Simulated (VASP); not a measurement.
A cell of NiSb (NiAs type) near equilibrium:

```xyz
4
Lattice="1.9634 -3.4008 0.0000 1.9634 3.4008 0.0000 0.0000 0.0000 5.1194" Properties=species:S:1:pos:R:3 pbc="T T T"
Ni     0.0000     0.0000     2.5597
Ni     0.0000     0.0000     0.0000
Sb     1.9634     1.1336     1.2799
Sb     1.9634    -1.1336     3.8396
```

All values below come from r2SCAN meta-GGA, VASP's PBE PAW potentials (set 64) (plane waves; VASP).

| run | ΔE (meV/atom) | σxx | σyy | σzz | largest shear component, with its sign (GPa) | largest force (eV/Å) |
|---|---|---|---|---|---|---|
| as it is | 0.0 | 0.33 | 0.33 | 0.10 | 0.00 | 0.000 |
| after one change | 15.4 | 6.70 | 6.70 | 6.02 | 0.00 | 0.000 |
Stress is in GPa, positive when the cell is compressed.

Q: What was changed between the two runs?
A) uniaxial strain of +1.0 % along x
B) uniaxial strain of -0.5 % along x with the ions relaxed
C) isotropic strain of -1.5 %
D) atom 4 (Sb) moved by -0.075 Å along y

A: C, isotropic strain of -1.5 %

The compound is NiSb in the NiAs type structure. The run is not spin-polarised, so no magnetic state was tried.
